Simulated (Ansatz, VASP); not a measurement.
## Cross-check of P2W between VASP and Ansatz

Aim: how closely do two programs agree when they are given the same cell, functional and k mesh? The cell is taken from a series of VASP runs on this material, whose earlier steps may have relaxed, scaled or displaced it; both programs get it as it stands.

Program: Ansatz 0.2.0. Level of theory: plane waves, with VASP 6.6.1 beside it; zone-centre phonons at r2SCAN. Results are calculated unless marked as measured.

**1. The starting structure**

The structure is monoclinic, space group C2/m (No. 12). Conventional cell: a = 8.474 Å, b = 3.183 Å, c = 7.465 Å, α = 90.00°, β = 119.30°, γ = 90.00°. Nearest to P lie 1 P at 2.18 Å and 3 W at 2.46 to 2.48 Å. Nearest to P lie 5 W at 2.50 to 2.62 Å. W has 8 P at 2.46 to 2.62 Å nearest. Farther neighbours are not listed.

Structure file:

```cif
data_structure
_symmetry_space_group_name_H-M 'C2/m'
_symmetry_Int_Tables_number 12
_cell_length_a 8.4742
_cell_length_b 3.1827
_cell_length_c 7.4646
_cell_angle_alpha 90.000
_cell_angle_beta 119.298
_cell_angle_gamma 90.000
_cell_volume 175.57
loop_
_atom_site_label
_atom_site_type_symbol
_atom_site_symmetry_multiplicity
_atom_site_Wyckoff_symbol
_atom_site_fract_x
_atom_site_fract_y
_atom_site_fract_z
_atom_site_occupancy
P1 P 4 i 0.63811 0.50000 0.02513 1
P2 P 4 i 0.10021 0.50000 0.40129 1
W1 W 4 i 0.84176 0.00000 0.29323 1
```

**2. VASP: zone-centre phonons, r2SCAN**

Second derivatives magnify differences that forces hide, and they need a tight electronic threshold.

Lines of VASP's logs that name or quote its potential files are left out, and so is its time.

Contents of INCAR:

```
SYSTEM = P2W
PREC = Accurate
ENCUT = 400
EDIFF = 1E-08
NELM = 100
ISMEAR = 1
SIGMA = 0.2
LREAL = .FALSE.
ALGO = Normal
METAGGA = R2SCAN
LASPH = .TRUE.
NBANDS = 22
LORBIT = 11
LWAVE = .FALSE.
LCHARG = .FALSE.
KPAR = 4
IBRION = 6
NFREE = 2
POTIM = 0.015
ISIF = 2
NSW = 1
```

Contents of POSCAR:

```
P2W
1.0
    4.2370807001     -1.5913367088     -0.0008497910
    4.2370807001      1.5913367088     -0.0008497910
   -3.6515136806      0.0000000000      6.5105384949
P W
4 2
Direct
    0.1381086931      0.1381086931      0.0251278656
    0.8618913069      0.8618913069      0.9748721344
    0.6002130682      0.6002130682      0.4012921383
    0.3997869318      0.3997869318      0.5987078617
    0.8417601232      0.8417601232      0.2932268728
    0.1582398768      0.1582398768      0.7067731272
```

Contents of KPOINTS:

```
Automatic mesh
0
Gamma
10 10 5
0 0 0
```

PAW data sets: P and W (PBE family, release 64).

The run is started by

```bash
mpirun -np 4 vasp_std
```

Numbers of over 12 decimals in the logs are rounded to 6 here.

The program printed:

```text
[banner, memory and clock lines left out]
running    4 mpi-ranks, on    1 nodes
 distrk:  each k-point on    1 cores,    4 groups
 distr:  one band on    1 cores,    1 groups

 POSCAR found type information on POSCAR P W
 POSCAR found :  2 types and       6 ions
|                                                                             |
|               ----> ADVICE to this user running VASP <----                  |
|                                                                             |
|     You enforced a specific xc type in the INCAR file but a different       |
|     [... a line on the potential file left out ...]
|     I HOPE YOU KNOW WHAT YOU ARE DOING!                                     |
|                                                                             |

 LDA part: xc-table for (None), standard interpolation
 POSCAR, INCAR and KPOINTS ok, starting setup
 FFT: planning ... GRIDC
 FFT: planning ... GRID_SOFT
 FFT: planning ... GRID
 WAVECAR not read
 entering main loop
       N       E                     dE             d eps       ncg     rms          rms(c)
DAV:   1     0.228101369772E+01    0.22810E+01   -0.12396E+04  6204   0.109E+03
DAV:   2    -0.136725822527E+03   -0.13901E+03   -0.13077E+03  8088   0.241E+02
DAV:   3    -0.144926134167E+03   -0.82003E+01   -0.78690E+01  8616   0.522E+01
DAV:   4    -0.145112409151E+03   -0.18627E+00   -0.18395E+00  8516   0.815E+00
DAV:   5    -0.145116864899E+03   -0.44557E-02   -0.44463E-02  8646   0.109E+00    0.343E+01
DAV:   6    -0.141229314035E+03    0.38876E+01   -0.61404E+00  9330   0.124E+01    0.166E+01
DAV:   7    -0.141219002671E+03    0.10311E-01   -0.17207E+00  8646   0.829E+00    0.981E+00
DAV:   8    -0.141140225929E+03    0.78777E-01   -0.35659E-01  8920   0.387E+00    0.880E-01
DAV:   9    -0.141141573809E+03   -0.13479E-02   -0.25868E-02  8144   0.106E+00    0.667E-01
DAV:  10    -0.141142134553E+03   -0.56074E-03   -0.34380E-03  8356   0.346E-01    0.319E-01
DAV:  11    -0.141142181728E+03   -0.47175E-04   -0.38312E-04  7886   0.114E-01    0.211E-01
DAV:  12    -0.141142240680E+03   -0.58953E-04   -0.11276E-04  8494   0.746E-02    0.371E-02
DAV:  13    -0.141142236398E+03    0.42829E-05   -0.72172E-06  7812   0.194E-02    0.153E-02
DAV:  14    -0.141142236643E+03   -0.24568E-06   -0.16628E-06  8578   0.781E-03    0.313E-03
DAV:  15    -0.141142236702E+03   -0.58396E-07   -0.13202E-07  8020   0.250E-03    0.131E-03
DAV:  16    -0.141142236606E+03    0.95974E-07   -0.27756E-08  6534   0.118E-03    0.558E-04
DAV:  17    -0.141142236639E+03   -0.33705E-07   -0.23674E-09  5358   0.344E-04    0.168E-04
DAV:  18    -0.141142236641E+03   -0.12083E-08   -0.98688E-10  5208   0.216E-04
   1 F= -.14114224E+03 E0= -.14114331E+03  d E =0.323128E-02
[... from here on, the cycles between the ionic steps are left out ...]
   2 F= -.14114070E+03 E0= -.14114180E+03  d E =0.329731E-02
  12 F= -.14114095E+03 E0= -.14114205E+03  d E =0.330256E-02
  13 F= -.14114135E+03 E0= -.14114240E+03  d E =0.316597E-02
  14 F= -.14114027E+03 E0= -.14114133E+03  d E =0.317023E-02
  15 F= -.14113984E+03 E0= -.14114094E+03  d E =0.329795E-02
  16 F= -.14114042E+03 E0= -.14114149E+03  d E =0.319539E-02
  17 F= -.14114042E+03 E0= -.14114149E+03  d E =0.319538E-02
  18 F= -.14113958E+03 E0= -.14114073E+03  d E =0.345527E-02
 Finite differences progress:
  Degree of freedom:   9/  9
  Displacement:        1/  2
  Total:              17/ 18
 bond charge predicted
       N       E                     dE             d eps       ncg     rms          rms(c)
DAV:   1    -0.141133680357E+03    0.59006E-02   -0.24882E+00  6204   0.805E+00    0.375E-01
DAV:   2    -0.141139304369E+03   -0.56240E-02   -0.33147E-02  8538   0.113E+00    0.222E-01
DAV:   3    -0.141139131825E+03    0.17254E-03   -0.20679E-03  8782   0.291E-01    0.111E-01
DAV:   4    -0.141139063224E+03    0.68602E-04   -0.37056E-04  8994   0.142E-01    0.717E-02
DAV:   5    -0.141139051619E+03    0.11605E-04   -0.14676E-04  8880   0.879E-02    0.257E-02
DAV:   6    -0.141139054917E+03   -0.32977E-05   -0.15366E-05  7822   0.314E-02    0.149E-02
DAV:   7    -0.141139055143E+03   -0.22623E-06   -0.19340E-06  8934   0.793E-03    0.775E-03
DAV:   8    -0.141139055093E+03    0.49630E-07   -0.63243E-07  9028   0.541E-03    0.155E-03
DAV:   9    -0.141139055119E+03   -0.26128E-07   -0.10197E-07  8024   0.239E-03    0.112E-03
DAV:  10    -0.141139055132E+03   -0.12706E-07   -0.89331E-09  5256   0.715E-04    0.251E-04
DAV:  11    -0.141139055137E+03   -0.45784E-08   -0.19063E-09  4878   0.349E-04
  19 F= -.14113906E+03 E0= -.14114004E+03  d E =0.294033E-02
 Finite differences progress:
  Degree of freedom:   9/  9
  Displacement:        2/  2
  Total:              18/ 18
```

OUTCAR, selected parts (step 2):

```text
ion  position               nearest neighbor table
   1  0.138  0.138  0.025-   2 2.18   6 2.46   5 2.48   5 2.48   2 2.64   2 2.64
   2  0.862  0.862  0.975-   1 2.18   5 2.46   6 2.48   6 2.48   1 2.64   1 2.64
   3  0.600  0.600  0.401-   5 2.50   5 2.50   5 2.54   6 2.62   6 2.62   4 2.74   4 2.74   4 2.74

  LATTYP: Found a base centered monoclinic cell.
 ALAT       =     8.4741615706
 B/A-ratio  =     0.3755738419
 C/A-ratio  =     0.8808691496
 COS(beta)  =    -0.4893505223

 Subroutine GETGRP returns: Found  4 space group operations
 (whereof  4 operations were pure point group operations)

The static configuration has the point symmetry C_2h.

 Found    141 irreducible k-points:

   k-points           NKPTS =    141   k-points in BZ     NKDIM =    141   number of bands    NBANDS=     22

   dimension x,y,z NGX =    30 NGY =   30 NGZ =   50
   dimension x,y,z NGXF=    60 NGYF=   60 NGZF=  100

   ENCUT  =  400.0 eV  29.40 Ry    5.42 a.u.   7.38  7.38 12.17*2*pi/ulx,y,z

   NELECT =      32.0000    total number of electrons

 k-points in reciprocal lattice and weights: Automatic mesh
   0.00000000  0.00000000  0.00000000       0.002
   0.10000000 -0.00000000  0.00000000       0.008
   0.20000000 -0.00000000  0.00000000       0.008
   0.30000000 -0.00000000  0.00000000       0.008
   0.40000000 -0.00000000  0.00000000       0.008
   0.50000000 -0.00000000  0.00000000       0.004
   0.10000000  0.10000000  0.00000000       0.004
   0.20000000  0.10000000  0.00000000       0.008
   0.30000000  0.10000000  0.00000000       0.008
[...]
-----------------------------------------------------------------------------------
    total drift:                                0.000008      0.000000      0.000051

  FREE ENERGIE OF THE ION-ELECTRON SYSTEM (eV)
  ---------------------------------------------------
  free  energy   TOTEN  =      -141.1390551366 eV

  energy  without entropy=     -141.1419954696  energy(sigma->0) =     -141.14003525

 Eigenvectors and eigenvalues of the dynamical matrix
 ----------------------------------------------------

   1 f  =   14.605284 THz    91.767709 2PiTHz  487.179850 cm-1    60.402576 meV
             X         Y         Z           dx          dy          dz
      1.078601  0.000000  0.163361     0.679282   -0.000000    0.116781
      3.744047  0.000000  6.345478    -0.679282   -0.000000   -0.116781
      3.620979  0.000000  2.611608    -0.091591   -0.000000    0.096447
      1.201669  0.000000  3.897231     0.091591   -0.000000   -0.096447
      6.062489  0.000000  1.907634     0.004021   -0.000000   -0.085033
     -1.239841  0.000000  4.601205    -0.004021    0.000000    0.085033

   2 f  =   12.280241 THz    77.159027 2PiTHz  409.624733 cm-1    50.786971 meV
             X         Y         Z           dx          dy          dz
      1.078601  0.000000  0.163361    -0.155998    0.000000    0.390032
      3.744047  0.000000  6.345478     0.155998   -0.000000   -0.390032
      3.620979  0.000000  2.611608    -0.555872    0.000000    0.097307
      1.201669  0.000000  3.897231     0.555872   -0.000000   -0.097307
      6.062489  0.000000  1.907634     0.071227   -0.000000    0.001955
     -1.239841  0.000000  4.601205    -0.071227    0.000000   -0.001955

   3 f  =   11.747917 THz    73.814338 2PiTHz  391.868325 cm-1    48.585458 meV
             X         Y         Z           dx          dy          dz
      1.078601  0.000000  0.163361    -0.024857    0.000000   -0.616459
      3.744047  0.000000  6.345478    -0.024857    0.000000   -0.616459
      3.620979  0.000000  2.611608    -0.038581    0.000000    0.319908
      1.201669  0.000000  3.897231    -0.038581   -0.000000    0.319908
      6.062489  0.000000  1.907634     0.026102    0.000000    0.121858
     -1.239841  0.000000  4.601205     0.026102   -0.000000    0.121858

   4 f  =   11.436101 THz    71.855140 2PiTHz  381.467257 cm-1    47.295891 meV
             X         Y         Z           dx          dy          dz
      1.078601  0.000000  0.163361     0.044536    0.000000   -0.569242
      3.744047  0.000000  6.345478    -0.044536    0.000000    0.569242
      3.620979  0.000000  2.611608    -0.383860    0.000000    0.053971
      1.201669  0.000000  3.897231     0.383860   -0.000000   -0.053971
      6.062489  0.000000  1.907634     0.143670   -0.000000    0.055475
     -1.239841  0.000000  4.601205    -0.143670   -0.000000   -0.055475

   5 f  =   11.380405 THz    71.505195 2PiTHz  379.609459 cm-1    47.065553 meV
             X         Y         Z           dx          dy          dz
      1.078601  0.000000  0.163361     0.081001   -0.000000   -0.095998
      3.744047  0.000000  6.345478     0.081001    0.000000   -0.095998
      3.620979  0.000000  2.611608     0.617774    0.000000   -0.113568
      1.201669  0.000000  3.897231     0.617774    0.000000   -0.113568
      6.062489  0.000000  1.907634    -0.286834    0.000000    0.086060
     -1.239841  0.000000  4.601205    -0.286834   -0.000000    0.086060

   6 f  =    9.157264 THz    57.536787 2PiTHz  305.453450 cm-1    37.871384 meV
             X         Y         Z           dx          dy          dz
      1.078601  0.000000  0.163361     0.000000    0.192107    0.000000
      3.744047  0.000000  6.345478    -0.000000    0.192107   -0.000000
      3.620979  0.000000  2.611608    -0.000000    0.598227   -0.000000
      1.201669  0.000000  3.897231     0.000000    0.598227    0.000000
      6.062489  0.000000  1.907634    -0.000000   -0.324375    0.000000
     -1.239841  0.000000  4.601205    -0.000000   -0.324375    0.000000

   7 f  =    8.940188 THz    56.172857 2PiTHz  298.212567 cm-1    36.973629 meV
             X         Y         Z           dx          dy          dz
      1.078601  0.000000  0.163361    -0.008363   -0.000000    0.218237
      3.744047  0.000000  6.345478    -0.008363    0.000000    0.218237
      3.620979  0.000000  2.611608     0.155887   -0.000000    0.566276
      1.201669  0.000000  3.897231     0.155887    0.000000    0.566276
      6.062489  0.000000  1.907634    -0.060475    0.000000   -0.321989
     -1.239841  0.000000  4.601205    -0.060475   -0.000000   -0.321989

   8 f  =    8.898530 THz    55.911111 2PiTHz  296.823002 cm-1    36.801345 meV
             X         Y         Z           dx          dy          dz
      1.078601  0.000000  0.163361    -0.000000   -0.632328   -0.000000
      3.744047  0.000000  6.345478    -0.000000    0.632328   -0.000000
      3.620979  0.000000  2.611608    -0.000000   -0.285109   -0.000000
      1.201669  0.000000  3.897231    -0.000000    0.285109   -0.000000
      6.062489  0.000000  1.907634     0.000000    0.137381    0.000000
     -1.239841  0.000000  4.601205     0.000000   -0.137381    0.000000

   9 f  =    8.308610 THz    52.204533 2PiTHz  277.145382 cm-1    34.361633 meV
             X         Y         Z           dx          dy          dz
      1.078601  0.000000  0.163361     0.000000    0.306548    0.000000
      3.744047  0.000000  6.345478    -0.000000   -0.306548   -0.000000
      3.620979  0.000000  2.611608    -0.000000   -0.628066   -0.000000
      1.201669  0.000000  3.897231     0.000000    0.628066    0.000000
      6.062489  0.000000  1.907634     0.000000    0.107525   -0.000000
     -1.239841  0.000000  4.601205    -0.000000   -0.107525    0.000000

  10 f  =    8.086899 THz    50.811482 2PiTHz  269.749901 cm-1    33.444710 meV
             X         Y         Z           dx          dy          dz
      1.078601  0.000000  0.163361     0.065929   -0.000000    0.025067
      3.744047  0.000000  6.345478    -0.065929   -0.000000   -0.025067
      3.620979  0.000000  2.611608    -0.111752    0.000000   -0.684698
      1.201669  0.000000  3.897231     0.111752    0.000000    0.684698
      6.062489  0.000000  1.907634     0.072917    0.000000   -0.091695
     -1.239841  0.000000  4.601205    -0.072917    0.000000    0.091695

  11 f  =    8.057004 THz    50.623648 2PiTHz  268.752719 cm-1    33.321075 meV
             X         Y         Z           dx          dy          dz
      1.078601  0.000000  0.163361     0.000000    0.632507    0.000000
      3.744047  0.000000  6.345478    -0.000000    0.632507   -0.000000
      3.620979  0.000000  2.611608    -0.000000   -0.281313   -0.000000
      1.201669  0.000000  3.897231     0.000000   -0.281313    0.000000
      6.062489  0.000000  1.907634     0.000000   -0.144216   -0.000000
     -1.239841  0.000000  4.601205    -0.000000   -0.144216    0.000000

  12 f  =    7.447279 THz    46.792635 2PiTHz  248.414494 cm-1    30.799458 meV
             X         Y         Z           dx          dy          dz
      1.078601  0.000000  0.163361     0.655539    0.000000   -0.008741
      3.744047  0.000000  6.345478     0.655539    0.000000   -0.008741
      3.620979  0.000000  2.611608    -0.171932   -0.000000    0.033416
      1.201669  0.000000  3.897231    -0.171932    0.000000    0.033416
      6.062489  0.000000  1.907634    -0.198525    0.000000   -0.010134
     -1.239841  0.000000  4.601205    -0.198525    0.000000   -0.010134

  13 f  =    6.562201 THz    41.231526 2PiTHz  218.891467 cm-1    27.139071 meV
             X         Y         Z           dx          dy          dz
      1.078601  0.000000  0.163361     0.088939   -0.000000    0.058318
      3.744047  0.000000  6.345478    -0.088939   -0.000000   -0.058318
      3.620979  0.000000  2.611608    -0.001033   -0.000000   -0.085621
      1.201669  0.000000  3.897231     0.001033   -0.000000    0.085621
      6.062489  0.000000  1.907634    -0.034661    0.000000    0.692932
     -1.239841  0.000000  4.601205     0.034661   -0.000000   -0.692932
    [... 42 further lines ...]
      1.201669  0.000000  3.897231     0.114936    0.000000    0.223046
      6.062489  0.000000  1.907634     0.280097    0.000000    0.543626
     -1.239841  0.000000  4.601205     0.280097    0.000000    0.543626

 ELASTIC MODULI CONTR FROM IONIC RELAXATION (kBar)
 Direction    XX          YY          ZZ          XY          YZ          ZX
 --------------------------------------------------------------------------------
 XX        -207.6436     32.9318     74.0568      0.0000      0.0000     26.2397
 YY          32.9318   -236.1376   -159.2349     -0.0000     -0.0000   -149.7294
 ZZ          74.0568   -159.2349   -283.1354      0.0000      0.0000    -34.5072
 XY           0.0000     -0.0000      0.0000   -118.4385    -74.4314     -0.0000
 YZ           0.0000     -0.0000      0.0000    -74.4314   -224.2024      0.0000
 ZX          26.2397   -149.7294    -34.5072     -0.0000      0.0000   -284.9478
 --------------------------------------------------------------------------------

 total charge
# of ion       s       p       d       tot
------------------------------------------
    1        1.025   1.467   0.000   2.492
    2        1.025   1.467   0.000   2.492
    3        1.028   1.426   0.000   2.453
    4        1.028   1.426   0.000   2.453
    5        0.554   0.714   4.439   5.707
    6        0.554   0.714   4.439   5.707
--------------------------------------------------
tot          5.214   7.212   8.878  21.304
```

The data set W keeps the semicore shell frozen, which is cheaper and a little less accurate.

(Continued in part 2 of 2.)

[Lines on the potential files, build, host, timing and source positions are cut from VASP's logs without a mark.]

[Logs are printed without paths, hosts, clocks, repeated set-up lines and the standing remarks that a program may print on its own settings, such as how far it seeks lower states.]

[Hosts, paths, dates, database ids (printed as entryN), source tags and the programs' standing remarks are cut or masked in the printed files.]
